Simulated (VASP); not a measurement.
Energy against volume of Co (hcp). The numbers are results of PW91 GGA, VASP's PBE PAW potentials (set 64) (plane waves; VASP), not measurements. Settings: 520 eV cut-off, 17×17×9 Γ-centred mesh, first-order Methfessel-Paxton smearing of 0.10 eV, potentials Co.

Shape and ions are relaxed at each volume.

| V (Å³/atom) | E (eV/atom) |
|---|---|
| 10.182 | -6.96618 |
| 10.507 | -6.98800 |
| 10.832 | -6.99448 |
| 11.157 | -6.98790 |

Fit these four points and predict the energy of the run at 11.482 Å³/atom.

A cubic in V^(−2/3), the third-order Birch-Murnaghan form, passes through the four points with V0 = 10.82 Å³/atom and B0 = 215 GPa, and gives -6.9702 eV/atom there. The run gave -6.9705 eV/atom, -0.4 meV/atom from the fit; all five points give B0 = 213 GPa.

The compound is Co in the hcp structure. It was relaxed first.
